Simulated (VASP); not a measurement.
An input for Ansatz (written as the equivalent of a VASP run, and not itself run):

Ansatz 0.2 input:
```yaml
crystal:
  lattice:
    - [2.2300000, -3.8624730, 0.0000000]
    - [2.2300000, 3.8624730, 0.0000000]
    - [0.0000000, 0.0000000, 5.9300000]
  atoms:
    - { symbol: Te, position: [0.0000000, 0.2630000, 0.6666670] }
    - { symbol: Te, position: [0.7370000, 0.7370000, 0.0000000] }
    - { symbol: Te, position: [0.2630000, 0.0000000, 0.3333330] }
kpoints:
  mp_grid: { grid: [6, 6, 4] }
hamiltonian:
  xc: lda
  pseudopotentials: { kind: paw }
scf:
  occupations: { method: gaussian, width: 0.05 }
  max_iter: 100
relax:
  max_steps: 60
  f_tol: 0.01
  cell: {}
output: { forces: true, stress: true, eigenvalues: true }
```

Question: Translate this input to VASP (INCAR, KPOINTS, POSCAR, choice of POTCAR).

Answer: This is not unique; one that fits is 
INCAR:
```
! general
SYSTEM =Te
PREC   =Accurate
ENCUT  =520
LREAL  =F
LASPH  =T

! electronic loop
EDIFF  =1E-6
NELM   =100
ALGO   =Normal
LMAXMIX=4

! smearing
ISMEAR =0
SIGMA  =0.05

! ions
IBRION =2
NSW    =60
ISIF   =3
EDIFFG =-0.01

! output
LWAVE  =F
LCHARG =F
```

KPOINTS:
```
kpoints
0
Gamma
 6 6 4
0 0 0
```

### POSCAR
```
Te
1
    2.2300000000    -3.8624730000     0.0000000000
    2.2300000000     3.8624730000     0.0000000000
    0.0000000000     0.0000000000     5.9300000000
Te
3
Direct
  0.0000000000   0.2630000000   0.6666670000
  0.7370000000   0.7370000000   0.0000000000
  0.2630000000   0.0000000000   0.3333330000
```

POTCAR, in this order: Te (LDA.64 set). Program: vasp_std.

What does not carry over: each code has its own PAW files, so the cut-off isn't converted (ENCUT is set for VASP's; basis.ecutwfc is left out, and Ansatz then takes the one that its files recommend); Ansatz stops its SCF on the density residual and VASP on the energy change (EDIFF); Ansatz's lda is the Perdew-Wang form, while the LDA potentials of VASP carry Perdew-Zunger's.

The compound is Te in the trig structure. This run relaxes it. Symmetry was kept, so distortions that lower it aren't found.
